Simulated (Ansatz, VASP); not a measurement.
# AlGaAs2 in two plane-wave programs, part 2 of 2

One calculation is typed for both programs; each brings its own data sets. How far apart do they land? The cell is generated by rule, not measured, and may not be a known phase. The cell is taken from a series of runs on this material, whose earlier steps may have relaxed, scaled, displaced or heated it; both programs get it as it stands.

VASP 6.6.1 and Ansatz 0.2.0.

So far. Step 2 (VASP: single point, PBEsol, spin-orbit coupling): The run ends at a pressure of 0.19 GPa, with forces up to 0.013 eV/Å.

The structure was built from a prototype and need not be the compound's stable phase.

## Step 3: Ansatz: single point, PBEsol, spin-orbit coupling

Level of this step: Ansatz beside VASP: Kohn-Sham DFT, plane waves, PBEsol, spin-orbit coupling (Ansatz).

Ansatz runs on its PAW fully relativistic soft_1 files.

The same cell, functional, mesh and smearing now go to Ansatz, which takes its cutoff from its data sets.

The input, input.yaml:

```yaml
crystal:
  lattice:
    - [4.0121004254, 0.0, 0.0]
    - [0.0, 4.0121774824, 0.0]
    - [0.0, 0.0, 11.3080197639]
  atoms:
    - { symbol: Ga, position: [0.0, 0.0, 0.0626448666] }
    - { symbol: As, position: [0.5, 0.0, 0.1872745596] }
    - { symbol: Ga, position: [0.5, 0.5, 0.3118934675] }
    - { symbol: As, position: [0.0, 0.5, 0.4369768512] }
    - { symbol: Al, position: [0.0, 0.0, 0.5619357869] }
    - { symbol: As, position: [0.5, 0.0, 0.6872607466] }
    - { symbol: Al, position: [0.5, 0.5, 0.8125828688] }
    - { symbol: As, position: [0.0, 0.5, 0.9375483135] }
kpoints:
  mp_grid: { grid: [6, 6, 2] }
  band_path:
    path:
      - [0.0, 0.0, 0.0]
      - [0.5, 0.0, 0.0]
      - [0.5, 0.5, 0.0]
      - [0.0, 0.5, 0.0]
      - [0.0, 0.0, 0.5]
      - [0.5, 0.0, 0.5]
      - [0.5, 0.5, 0.5]
      - [0.0, 0.5, 0.5]
    npoints: 1
hamiltonian:
  xc: pbesol
  pseudopotentials: { kind: paw_fr, azcp: { folder: "./paw" } }
scf:
  occupations: { method: fermi_dirac, width: 0.02 }
  n_extra_bands: 12
magnetization:
  noncollinear: true
  spin_orbit: true
output:
  eigenvalues: true
  forces: true
  stress: true
```

Command:

```sh
> ansatz run input.yaml --threads 3 --pin off --max-ram 92160MiB --backend cuda --events-out ev --progress --plain --runs-dir out --devices 1 --max-vram 13GiB
```

Numbers of over 12 decimals in the logs are rounded to 6 here.

Log:

```text
Warning: 4 symmetry operations that the atoms keep within the bar at which the run's group was sought (crystal.symmetry.tolerance 1.0e-5, or twice it) were not taken beside the 4 unitary ones that the detection took (of a slab, those that keep its plane). If the more symmetric cell is meant, write the vectors of crystal.lattice to more decimals, or, with the positions in fractional coordinates, give it by lengths and [...]
Warning: <dir> the record states the generating functional pbe (its physics header spells it `PBE`), which answers neither for hamiltonian.xc's functional nor for the pbesol family's — results may be inconsistent (PPs are generated against a specific XC)
Warning: <dir> the record states the generating functional pbe (its physics header spells it `PBE`), which answers neither for hamiltonian.xc's functional nor for the pbesol family's — results may be inconsistent (PPs are generated against a specific XC)
Warning: <dir> the record states the generating functional pbe (its physics header spells it `PBE`), which answers neither for hamiltonian.xc's functional nor for the pbesol family's — results may be inconsistent (PPs are generated against a specific XC)
scf.n_extra_bands = 12 over 92 filled bands (N_el = 92.0): the run solves 104 bands
GPUs: using 1 of 1 available (devices: 1).
Engine: ansatz 0.2.0, x86_64-unknown-linux-gnu
Pseudopotentials: kind: paw_fr
Pseudopotential: Ga, paw, valence charge 13, recommended cutoff 420 eV (normal), <dir>
Pseudopotential: As, paw, valence charge 15, recommended cutoff 420 eV (normal), <dir>
Pseudopotential: Al, paw, valence charge 3, recommended cutoff 420 eV (normal), <dir>
Functional definition: PBEsol
  exchange = pbesol_x
  correlation = pbesol_c
non-collinear run that drives no moment, with spin-orbit: no starting moment large enough to seed its density (crystal.atoms[].spin), no starting occupations that ask for one, no magnetisation constraint and no magnetic field, so the semilocal B_xc is pinned to zero
device memory: the entry about to start is reckoned to put 6.9 GiB on a device that reports 77.9 GiB free (of which the cap on the GPU budget leaves the run 13.0 GiB)
GPU FFT provider: cuFFT
GPU libraries: cuBLAS 13.8.2, cuFFT 12.4.0, cuSOLVER 12.3.4
Crystal: 8 atoms, lattice volume = 182.028 Å³
Basis set: ecut = 420 eV, 3549 PW (Γ), exchange–correlation on 54×54×160 points (8 copies of the dense FFT grid, shifted against one another)
Bands: 104, of which v1, the nominal top of the filled ones, is band 92 counted from 1 (91 counted from 0)
Symmetry: 4 space group operations + 4 with time reversal
Magnetic group: BNS 25.58 (UNI 156), of the structure as read, at distance tolerance 5.7e-5 Å
k-points: 32 of 72
Projection manifold: j_resolved (fully-relativistic pseudo-atomic orbitals)
Non-local potential: Ga, projectors of the file, resolved by j, l = 0: 2, l = 1: 4, l = 2: 6, l = 3: 2
Non-local potential: As, projectors of the file, resolved by j, l = 0: 2, l = 1: 4, l = 2: 6, l = 3: 2
Non-local potential: Al, projectors of the file, resolved by j, l = 0: 2, l = 1: 4, l = 2: 2
PAW form: soft (Blöchl's): semilocal exchange-correlation on the pseudo side does not see the compensation charge
PAW frozen core: Ga, regenerated for the run's functional, and the local potential with it (the file was generated under x = pbe(κ = 0.804, μ = 0.219515), c = pbe(β = 0.066725))
PAW frozen core: As, regenerated for the run's functional, and the local potential with it (the file was generated under x = pbe(κ = 0.804, μ = 0.219515), c = pbe(β = 0.066725))
PAW frozen core: Al, regenerated for the run's functional, and the local potential with it (the file was generated under x = pbe(κ = 0.804, μ = 0.219515), c = pbe(β = 0.066725))
PAW one-centre angular grid: Ga, 590 points (default); XC on 64 Gauss nodes
PAW one-centre angular grid: As, 590 points (default); XC on 96 Gauss nodes
PAW one-centre angular grid: Al, 110 points (default); XC on 64 Gauss nodes
[...]
preconditioner: auto → Resta (q_TF=auto, 2.435 Å⁻¹)  ε∞=3.7  [insulator: Δε(μ)=1.089 eV  Ē_g=12.131 eV  σ=0.020 eV  W_gap=1.00  n_scr=48 (ndim 8)  ℏωp=19.8 eV  f_vac=0.000  D(μ)=0.00/eV (n_scr^D=0)  ε∞_Penn≈3.7]
spin=Noncollinear: Resta preconditioning applied to the charge; magnetization (m_x, m_y, m_z) channels mix plain (no charge-response kernel on spin).
SCF iter   2: F=—  HF=-27791.579930 eV  |F-HF|=—  |Δ(HF+E_count)|=   2.69e-1  Δρ=3.01e-2  dr2=1.27e0  dr2_m=0.00e0 (ungated)  ethr=2.59e-3  |M|=0.00e0 ∫|m|=0.00e0 μB  |m|>n=0.0e0 m-floor=0.0e0 τ_xc=0.0e0  β_m=0.65  ⟨swp⟩=1.3  Hψ=3966  notcnv=0  defer=43
SCF iter   3: F=—  HF=-27791.248426 eV  |F-HF|=—  |Δ(HF+E_count)|=   3.32e-1  Δρ=4.21e-3  dr2=4.28e-2  dr2_m=0.00e0 (ungated)  ethr=1.38e-3  |M|=0.00e0 ∫|m|=0.00e0 μB  |m|>n=0.0e0 m-floor=0.0e0 τ_xc=0.0e0  β_m=0.58  ⟨swp⟩=2.1  Hψ=4063  notcnv=0  defer=162
SCF iter   4: F=—  HF=-27791.231066 eV  |F-HF|=—  |Δ(HF+E_count)|=   1.74e-2  Δρ=2.11e-3  dr2=6.85e-3  dr2_m=0.00e0 (ungated)  ethr=4.65e-5  |M|=0.00e0 ∫|m|=0.00e0 μB  |m|>n=0.0e0 m-floor=0.0e0 τ_xc=0.0e0  β_m=0.70  ⟨swp⟩=3.1  Hψ=5264  notcnv=0  defer=164
SCF iter   5: F=—  HF=-27791.234718 eV  |F-HF|=—  |Δ(HF+E_count)|=   3.65e-3  Δρ=6.39e-4  dr2=1.09e-3  dr2_m=0.00e0 (ungated)  ethr=7.44e-6  |M|=0.00e0 ∫|m|=0.00e0 μB  |m|>n=0.0e0 m-floor=0.0e0 τ_xc=0.0e0  β_m=0.77  ⟨swp⟩=2.0  Hψ=5096  notcnv=0  defer=164
SCF iter   6: F=—  HF=-27791.234771 eV  |F-HF|=—  |Δ(HF+E_count)|=   5.26e-5  Δρ=1.81e-4  dr2=7.09e-5  dr2_m=0.00e0 (ungated)  ethr=1.18e-6  |M|=0.00e0 ∫|m|=0.00e0 μB  |m|>n=0.0e0 m-floor=0.0e0 τ_xc=0.0e0  β_m=0.77  ⟨swp⟩=2.0  Hψ=5757  notcnv=0  defer=164
SCF iter   7: F=—  HF=-27791.235090 eV  |F-HF|=—  |Δ(HF+E_count)|=   3.19e-4  Δρ=6.76e-5  dr2=6.25e-6  dr2_m=0.00e0 (ungated)  ethr=7.70e-8  |M|=0.00e0 ∫|m|=0.00e0 μB  |m|>n=0.0e0 m-floor=0.0e0 τ_xc=0.0e0  β_m=0.79  ⟨swp⟩=2.0  Hψ=6262  notcnv=0  defer=164
SCF iter   8: F=—  HF=-27791.235098 eV  |F-HF|=—  |Δ(HF+E_count)|=   7.97e-6  Δρ=2.83e-5  dr2=1.03e-6  dr2_m=0.00e0 (ungated)  ethr=6.79e-9  |M|=0.00e0 ∫|m|=0.00e0 μB  |m|>n=0.0e0 m-floor=0.0e0 τ_xc=0.0e0  β_m=0.87  ⟨swp⟩=2.0  Hψ=6108  notcnv=0  defer=164
SCF iter   9: F=-27791.235098 eV  HF=-27791.235098 eV  |F-HF|=1.29e-8  |Δ(HF+E_count)|=   5.73e-7  Δρ=5.02e-6  dr2=5.98e-8  dr2_m=0.00e0 (ungated)  ethr=1.09e-10  |M|=0.00e0 ∫|m|=0.00e0 μB  |m|>n=0.0e0 m-floor=0.0e0 τ_xc=0.0e0  ⟨swp⟩=10.1  Hψ=16385  notcnv=0
SCF 1 converged in 9 iterations: F = -27791.235098 eV  dr2 = 5.98e-8
  greatest PAW one-centre occupation: 0.999 electrons in one spin orbital (limit 2), on the As atom at site 1 (counted from 0), in its partial waves of l = 2
device memory: the entry about to start is reckoned to put 4.3 GiB on a device that reports 72.7 GiB free (of which the cap on the GPU budget leaves the run 13.0 GiB)
NSCF: frozen V_eff on 8 k-points
SCF converged after 9 iterations
Magnetization: |M| = 0.0000 μB,  M = (+0.0000, +0.0000, +0.0000) μB
Absolute magnetization: 0.0000 μB (∫|m|)
  site 0: m = (+0.0000, +0.0000, +0.0000) μB, |m| = 0.0000 μB  (R = 1.01 Å)
  site 1: m = (+0.0000, +0.0000, +0.0000) μB, |m| = 0.0000 μB  (R = 1.01 Å)
  site 2: m = (+0.0000, +0.0000, +0.0000) μB, |m| = 0.0000 μB  (R = 1.01 Å)
  site 3: m = (+0.0000, +0.0000, +0.0000) μB, |m| = 0.0000 μB  (R = 1.01 Å)
  site 4: m = (+0.0000, +0.0000, +0.0000) μB, |m| = 0.0000 μB  (R = 1.01 Å)
  site 5: m = (+0.0000, +0.0000, +0.0000) μB, |m| = 0.0000 μB  (R = 1.01 Å)
  site 6: m = (+0.0000, +0.0000, +0.0000) μB, |m| = 0.0000 μB  (R = 1.01 Å)
  site 7: m = (+0.0000, +0.0000, +0.0000) μB, |m| = 0.0000 μB  (R = 1.01 Å)
Free energy (F): -27791.235098 eV
Harris-Foulkes:  -27791.235098 eV  (|F-HF|=1.29e-8)
Internal energy: -27791.235098 eV  (E = F + TS)
E sigma→0 (E₀):  -27791.235098 eV
Fermi energy:    7.437576 eV
--- Per-component energies (eV) ---
  E_band       = -1211.717604
  E_kinetic    = 661.032261
  E_local      = -13467.411937  (includes V_loc(G=0)·N_el)
  E_nonlocal   = -1729.932773
  E_hartree    = 7533.540609
  E_xc         = -480.345278
  E_vxc        = -465.740302  (∫ρ·V_xc dr)
  E_paw        = -12705.011528  (= ΣΔE_a)
  E_vpaw       = -1276.736979  (= ΣTr[D̂ρ^β])
  E_aug_tail   = -0.000538  (compensation charges beyond the density's cutoff)
  E_ewald      = -7608.754760
  E_core_change = 5.648845  (= ΣΔE_core)
  E_smearing   = -0.000000  (= −TS)
  E_closure    = 0.000000  (closes the sum)
  Σ components = -27791.235098   (vs F -27791.235098, Δ=0.00e0)
--- Forces (eV/Å), atoms counted from 1 ---
  atom   1  Ga     0.00000000     0.00000000     0.00030231
  atom   2  As     0.00000000    -0.00000000    -0.00065257
  atom   3  Ga     0.00000000    -0.00000000    -0.00091104
  atom   4  As     0.00000000    -0.00000000    -0.00158234
  atom   5  Al     0.00000000    -0.00000000    -0.00080596
  atom   6  As     0.00000000    -0.00000000    -0.00000127
  atom   7  Al     0.00000000     0.00000000     0.00123737
  atom   8  As     0.00000000     0.00000000     0.00241338
  max |Σ_I F_I| component: 1.25e-7 eV/Å
--- Stress (GPa, compression-positive) ---
       -0.008393       0.000000      -0.000000
        0.000000      -0.010769      -0.000000
       -0.000000      -0.000000      -0.010030
  P = ⅓ Tr σ = -0.0097 GPa (-0.097 kbar)
--- Band table (eV; the first three rows and the last of 32) ---
  k-point 0: bands = [... 88 lower, 6.9462, 6.9462, 6.9471, 6.9471, 7.9146, 7.9146, 8.1741, 8.1741, ... 8 higher]
  k-point 1: bands = [... 88 lower, 6.3013, 6.3013, 6.4667, 6.4667, 8.2242, 8.2242, 8.5428, 8.5428, ... 8 higher]
  k-point 2: bands = [... 88 lower, 6.2171, 6.2648, 6.7672, 6.7722, 8.5561, 8.5640, 9.0349, 9.0517, ... 8 higher]
  k-point 31: bands = [... 88 lower, 4.0689, 4.0689, 4.1006, 4.1006, 9.0094, 9.0094, 9.2393, 9.2393, ... 8 higher]
```

In the SCF lines HF is the Harris–Foulkes energy and dr2 the Hartree energy of the density residual, in eV; the loop may stop once dr2 is under the threshold and the program's other checks hold. Hψ counts applications of the Hamiltonian.

## Step 4: Side by side

Known differences besides the potentials themselves: spin-orbit coupling enters by fully relativistic files in Ansatz and inside the spheres in VASP; the data sets hold 92 valence electrons in Ansatz (on its PAW fully relativistic soft_1 files) and 52 in VASP; the cutoff is 420 eV in Ansatz and 500 eV in VASP; Ansatz makes its cores anew for this functional, VASP keeps those of its PBE data sets. Total energies have different zeros and are not compared.

The two programs side by side:

| quantity | Ansatz | VASP | difference |
| --- | --- | --- | --- |
| pressure (GPa) | -0.01 | 0.19 | -0.20 |
| gap on the k mesh (eV) | 0.967 | 0.977 | -0.009 |

At this near-relaxed geometry the largest component of a force difference is 11 meV/Å. A gap on the mesh is an upper bound, since the band edges may lie between its points.

## Step 5: Outcome

```yaml
difference_in_gap_on_the_k_mesh_single_point_pbesol_spin_orbit_coupling: -0.0095 eV
```

What this shows: The difference in gap on the k mesh is -0.0095 eV (single point, PBEsol, spin-orbit coupling), within the 0.08 eV picked in this series as the mark of a large difference. The data sets hold unlike numbers of valence electrons (92 in Ansatz and 52 in VASP), so part of the differences comes from the potentials. Such differences can come from data sets, numerical settings and the points named under the comparisons, not from the functional's error against experiment.

[Lines on the potential files, build, host, timing and source positions are cut from VASP's logs without a mark.]

[Logs are printed without paths, hosts, clocks, repeated set-up lines and the standing remarks that a program may print on its own settings, such as how far it seeks lower states.]

[Hosts, paths, dates, database ids (printed as entryN), source tags and the programs' standing remarks are cut or masked in the printed files.]
